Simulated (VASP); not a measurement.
# Energy against moment in zigzag Ti chain, bond 2.395 A, part 2 of 5

What does it cost to change the moment of zigzag Ti chain, bond 2.395 A?

VASP 6.6.1, plane waves and PAW; the level of theory is named at each step.

So far: The starting structure; Free moment.

## 3. Fixed spin moment, fixed moment 0

This step: PBE, DFT+U (Ti d 5 eV), spin-polarised, total moment fixed; plane waves and PAW (Ti) (VASP 6.6.1).

NUPDOWN fixes the difference of up and down electrons.

Input file INCAR:

```
SYSTEM = Ti
PREC = Normal
ENCUT = 350
EDIFF = 1E-06
NELM = 150
ISMEAR = 1
SIGMA = 0.1
LREAL = .FALSE.
ALGO = Normal
GGA = PE
NBANDS = 11
ISPIN = 2
MAGMOM = 0 0
LDAU = .TRUE.
LDAUTYPE = 2
LDAUL = 2
LDAUU = 5
LDAUJ = 0
LDAUPRINT = 1
LASPH = .TRUE.
LMAXMIX = 4
LORBIT = 11
LWAVE = .FALSE.
LCHARG = .FALSE.
KPAR = 2
AMIX = 0.2
BMIX = 1E-04
AMIX_MAG = 0.8
BMIX_MAG = 1E-04
NUPDOWN = 0
```

Input file POSCAR:

```
Ti
1.0
   12.0000000000      0.0000000000      0.0000000000
    0.0000000000     12.0000000000      0.0000000000
    0.0000000000      0.0000000000      2.8740000000
Ti
2
Direct
    0.4201666667      0.5000000000      0.0000000000
    0.5798333333      0.5000000000      0.5000000000
```

Input file KPOINTS:

```
Automatic mesh
0
Gamma
1 1 21
0 0 0
```

PAW data sets: Ti (PBE family, release 64).

The run is started by

```bash
$ mpirun -np 2 vasp_std
```

What it wrote:

```text
[... set-up lines as in an earlier step ...]
 entering main loop
       N       E                     dE             d eps       ncg     rms          rms(c)
DAV:   1     0.239628094257E+02    0.23963E+02   -0.15866E+03   484   0.322E+02
DAV:   2    -0.153301735469E+01   -0.25496E+02   -0.21834E+02   689   0.615E+01
DAV:   3    -0.346863584795E+01   -0.19356E+01   -0.18475E+01   687   0.196E+01
DAV:   4    -0.351852735638E+01   -0.49892E-01   -0.49682E-01   731   0.327E+00
DAV:   5    -0.351889958378E+01   -0.37223E-03   -0.37198E-03   711   0.234E-01    0.108E+01
DAV:   6    -0.248831850354E+01    0.10306E+01   -0.13024E+00   517   0.694E+00    0.705E+00
DAV:   7    -0.191481833453E+01    0.57350E+00   -0.33292E+00   605   0.125E+01    0.130E+00
DAV:   8    -0.192137963221E+01   -0.65613E-02   -0.10771E-01   681   0.161E+00    0.919E-01
DAV:   9    -0.194769026521E+01   -0.26311E-01   -0.52331E-02   639   0.773E-01    0.374E-01
DAV:  10    -0.195538819890E+01   -0.76979E-02   -0.45848E-03   757   0.266E-01    0.244E-01
DAV:  11    -0.196124428142E+01   -0.58561E-02   -0.73776E-03   604   0.378E-01    0.848E-02
DAV:  12    -0.196136083553E+01   -0.11655E-03   -0.14065E-03   652   0.121E-01    0.752E-02
DAV:  13    -0.196181689565E+01   -0.45606E-03   -0.16626E-03   711   0.162E-01    0.440E-02
DAV:  14    -0.196194510197E+01   -0.12821E-03   -0.65501E-04   709   0.798E-02    0.298E-02
DAV:  15    -0.196207842651E+01   -0.13332E-03   -0.47089E-04   622   0.532E-02    0.316E-02
DAV:  16    -0.196199391049E+01    0.84516E-04   -0.29562E-04   692   0.508E-02    0.293E-02
DAV:  17    -0.196199406675E+01   -0.15626E-06   -0.58970E-04   661   0.594E-02    0.239E-02
DAV:  18    -0.196202582111E+01   -0.31754E-04   -0.39014E-04   635   0.464E-02    0.183E-02
DAV:  19    -0.196211417307E+01   -0.88352E-04   -0.18048E-03   630   0.112E-01    0.101E-02
DAV:  20    -0.196211510796E+01   -0.93489E-06   -0.24018E-05   514   0.400E-02    0.745E-03
DAV:  21    -0.196212277798E+01   -0.76700E-05   -0.11473E-04   679   0.296E-02    0.460E-03
DAV:  22    -0.196212452303E+01   -0.17450E-05   -0.54811E-06   595   0.113E-02    0.307E-03
DAV:  23    -0.196212612034E+01   -0.15973E-05   -0.11849E-05   604   0.927E-03    0.241E-03
DAV:  24    -0.196212690279E+01   -0.78245E-06   -0.39726E-06   375   0.636E-03
   1 F= -.19621269E+01 E0= -.19624272E+01  d E =0.900854E-03  mag=    -0.0000
```

Elapsed: 54 s, on 2 MPI ranks of AMD EPYC 7R43, shared host; peak memory 0.46 GiB; 1.8 min of CPU time.

OUTCAR, selected parts (step 3):

```text
 Found     11 irreducible k-points:

   k-points           NKPTS =     11   k-points in BZ     NKDIM =     11   number of bands    NBANDS=     11

   NELECT =       8.0000    total number of electrons

atom =   1  type =  1  l = 2

 onsite density matrix

spin component  1

  0.2232  0.0000  0.0000  0.0000  0.0000
  0.0000  0.2726  0.0000  0.0000  0.0000
  0.0000  0.0000  0.2317  0.0000 -0.1269
  0.0000  0.0000  0.0000  0.3246  0.0000
  0.0000  0.0000 -0.1269  0.0000  0.0990

spin component  2

  0.2249  0.0000  0.0000  0.0000  0.0000
  0.0000  0.2712  0.0000  0.0000  0.0000
  0.0000  0.0000  0.2317  0.0000 -0.1269
  0.0000  0.0000  0.0000  0.3251  0.0000
  0.0000  0.0000 -0.1269  0.0000  0.0990

 occupancies and eigenvectors

  o =  0.0221  v =  0.0000  0.0000 -0.5180  0.0000 -0.8554  0.0000  0.0000  0.0000  0.0000  0.0000      0.0000  0.0000  0.0000  0.0000  0.0000  0.0000  0.0000  0.0000  0.0000  0.0000
  o =  0.0222  v =  0.0000  0.0000  0.0000  0.0000  0.0000  0.0000  0.0000 -0.5179  0.0000 -0.8555      0.0000  0.0000  0.0000  0.0000  0.0000  0.0000  0.0000  0.0000  0.0000  0.0000
  o =  0.2232  v =  1.0000  0.0000  0.0000  0.0000  0.0000  0.0000  0.0000  0.0000  0.0000  0.0000      0.0000  0.0000  0.0000  0.0000  0.0000  0.0000  0.0000  0.0000  0.0000  0.0000
  o =  0.2249  v =  0.0000  0.0000  0.0000  0.0000  0.0000  1.0000  0.0000  0.0000  0.0000  0.0000      0.0000  0.0000  0.0000  0.0000  0.0000  0.0000  0.0000  0.0000  0.0000  0.0000
  o =  0.2712  v =  0.0000  0.0000  0.0000  0.0000  0.0000  0.0000  1.0000  0.0000  0.0000  0.0000      0.0000  0.0000  0.0000  0.0000  0.0000  0.0000  0.0000  0.0000  0.0000  0.0000
  o =  0.2726  v =  0.0000  1.0000  0.0000  0.0000  0.0000  0.0000  0.0000  0.0000  0.0000  0.0000      0.0000  0.0000  0.0000  0.0000  0.0000  0.0000  0.0000  0.0000  0.0000  0.0000
  o =  0.3085  v =  0.0000  0.0000  0.0000  0.0000  0.0000  0.0000  0.0000  0.8555  0.0000 -0.5179      0.0000  0.0000  0.0000  0.0000  0.0000  0.0000  0.0000  0.0000  0.0000  0.0000
  o =  0.3086  v =  0.0000  0.0000 -0.8554  0.0000  0.5180  0.0000  0.0000  0.0000  0.0000  0.0000      0.0000  0.0000  0.0000  0.0000  0.0000  0.0000  0.0000  0.0000  0.0000  0.0000
  o =  0.3246  v =  0.0000  0.0000  0.0000  1.0000  0.0000  0.0000  0.0000  0.0000  0.0000  0.0000      0.0000  0.0000  0.0000  0.0000  0.0000  0.0000  0.0000  0.0000  0.0000  0.0000
  o =  0.3251  v =  0.0000  0.0000  0.0000  0.0000  0.0000  0.0000  0.0000 -0.0000  1.0000  0.0000      0.0000  0.0000  0.0000  0.0000  0.0000  0.0000  0.0000  0.0000  0.0000  0.0000

atom =   2  type =  1  l = 2

 onsite density matrix

spin component  1

spin component  2

 occupancies and eigenvectors

  o =  0.0221  v =  0.0000  0.0000 -0.5180  0.0000 -0.8554  0.0000  0.0000  0.0000  0.0000  0.0000      0.0000  0.0000  0.0000  0.0000  0.0000  0.0000  0.0000  0.0000  0.0000  0.0000
  o =  0.0222  v =  0.0000  0.0000  0.0000  0.0000  0.0000  0.0000  0.0000 -0.5179  0.0000 -0.8555      0.0000  0.0000  0.0000  0.0000  0.0000  0.0000  0.0000  0.0000  0.0000  0.0000
  o =  0.2232  v =  1.0000  0.0000  0.0000  0.0000  0.0000  0.0000  0.0000  0.0000  0.0000  0.0000      0.0000  0.0000  0.0000  0.0000  0.0000  0.0000  0.0000  0.0000  0.0000  0.0000
  o =  0.2249  v =  0.0000  0.0000  0.0000  0.0000  0.0000  1.0000  0.0000  0.0000  0.0000  0.0000      0.0000  0.0000  0.0000  0.0000  0.0000  0.0000  0.0000  0.0000  0.0000  0.0000
  o =  0.2712  v =  0.0000  0.0000  0.0000  0.0000  0.0000  0.0000  1.0000  0.0000  0.0000  0.0000      0.0000  0.0000  0.0000  0.0000  0.0000  0.0000  0.0000  0.0000  0.0000  0.0000
  o =  0.2726  v =  0.0000  1.0000  0.0000  0.0000  0.0000  0.0000  0.0000  0.0000  0.0000  0.0000      0.0000  0.0000  0.0000  0.0000  0.0000  0.0000  0.0000  0.0000  0.0000  0.0000
  o =  0.3085  v =  0.0000  0.0000  0.0000  0.0000  0.0000  0.0000  0.0000 -0.8555  0.0000  0.5179      0.0000  0.0000  0.0000  0.0000  0.0000  0.0000  0.0000  0.0000  0.0000  0.0000
  o =  0.3086  v =  0.0000  0.0000  0.8554  0.0000 -0.5180  0.0000  0.0000  0.0000  0.0000  0.0000      0.0000  0.0000  0.0000  0.0000  0.0000  0.0000  0.0000  0.0000  0.0000  0.0000
  o =  0.3246  v =  0.0000  0.0000 -0.0000  1.0000  0.0000  0.0000  0.0000  0.0000  0.0000  0.0000      0.0000  0.0000  0.0000  0.0000  0.0000  0.0000  0.0000  0.0000  0.0000  0.0000
  o =  0.3251  v =  0.0000  0.0000  0.0000  0.0000  0.0000  0.0000  0.0000  0.0000  1.0000  0.0000      0.0000  0.0000  0.0000  0.0000  0.0000  0.0000  0.0000  0.0000  0.0000  0.0000

 E-fermi :  -2.9258

 spin component 1
 k-point     1 :       0.0000    0.0000    0.0000
  band No.  band energies     occupation
      1      -6.2637      1.00000
      2      -4.9900      1.00000
      3      -3.3986      1.00000
      4      -2.9554      0.72811
      5      -2.3518     -0.00000
      6      -2.1411     -0.00000
      7      -1.9707     -0.00000
      8      -1.7854     -0.00000
      9      -1.7363     -0.00000
    ...

 k-point     2 :       0.0000    0.0000    0.0476
  band No.  band energies     occupation
      1      -6.2102      1.00000
      2      -4.9356      1.00000
      3      -3.3990      1.00000
      4      -3.0154      1.00816
      5      -2.2777     -0.00000
      6      -2.1131     -0.00000
      7      -1.9535     -0.00000
      8      -1.8055     -0.00000
      9      -1.7524     -0.00000
    ...

 k-point     3 :       0.0000    0.0000    0.0952
  band No.  band energies     occupation
      1      -6.0513      1.00000
      2      -4.7749      1.00000
      3      -3.4017      1.00000
      4      -3.1473      1.00397
      5      -2.1004     -0.00000
      6      -2.0318     -0.00000
      7      -1.9723     -0.00000
      8      -1.9036     -0.00000
      9      -1.6553     -0.00000
    ...

 k-point     4 :       0.0000    0.0000    0.1429
  band No.  band energies     occupation
      1      -5.7929      1.00000
      2      -4.5153      1.00000
      3      -3.4107      1.00000
      4      -3.2962      1.00000
      5      -2.1855     -0.00000
      6      -1.9063     -0.00000
      7      -1.8662     -0.00000
      8      -1.8257     -0.00000
      9      -1.5086     -0.00000
    ...

  Total        4.7856007     -0.0005104      0.6096247      0.0000000      0.0000000      0.0000000
  in kB       18.5266878     -0.0019758      2.3600645      0.0000000      0.0000000      0.0000000
  external PRESSURE =       6.9615921 kB  Pullay stress =       0.0000000 kB

 POSITION                                       TOTAL-FORCE (eV/Angst)
 -----------------------------------------------------------------------------------
      5.04200      6.00000      0.00000        -2.472386      0.000000      0.000000
      6.95800      6.00000      1.43700         2.472386      0.000000      0.000000
 -----------------------------------------------------------------------------------
    total drift:                               -0.000000     -0.000000      0.000000

  FREE ENERGIE OF THE ION-ELECTRON SYSTEM (eV)
  ---------------------------------------------------
  free  energy   TOTEN  =        -1.9621269028 eV

  energy  without entropy=       -1.9630277564  energy(sigma->0) =       -1.96242719

 total charge
# of ion       s       p       d       tot
------------------------------------------
    1        0.618   0.380   2.281   3.280
    2        0.618   0.380   2.281   3.280
--------------------------------------------------
tot          1.237   0.760   4.562   6.559

 magnetization (x)
# of ion       s       p       d       tot
------------------------------------------
    1       -0.000   0.000  -0.001  -0.001
    2       -0.000   0.000  -0.001  -0.001
--------------------------------------------------
tot         -0.000   0.001  -0.002  -0.001

[... 8 parts as in an earlier step ...]

[... 9 further parts left out ...]
```

Numbers from this step:

```
electronic cycles       : 24
free energy (TOTEN)     : -1.962 eV
energy at zero smearing : -1.962 eV
```

Spin moment in the PAW sphere by atom:

```
atom  spin moment in the PAW sphere (μB)
 Ti1                             -0.0010
 Ti2                             -0.0010
```

Force by atom:

```
atom  x (eV/Å)  y (eV/Å)  z (eV/Å)  size
 Ti1     -2.47      0.00      0.00  2.47
 Ti2      2.47      0.00      0.00  2.47
```

A spacing of under 0.3 eV between levels on this mesh is not given as a gap, since the run was smeared as a metal.

Energy at zero smearing: -1.96243 eV.

(Continued in part 3 of 5.)

[Lines on the potential files, build, host, timing and source positions are cut from VASP's logs without a mark.]

[Logs are printed without paths, hosts, clocks, repeated set-up lines and the standing remarks that a program may print on its own settings, such as how far it seeks lower states.]

[Hosts, paths, dates, database ids (printed as entryN), source tags and the programs' standing remarks are cut or masked in the printed files.]

[In band tables of VASP the shares of atoms and orbitals are scaled to a sum of 1 inside the atoms' spheres.]

[Runs that stopped without an error message from VASP are left out.]
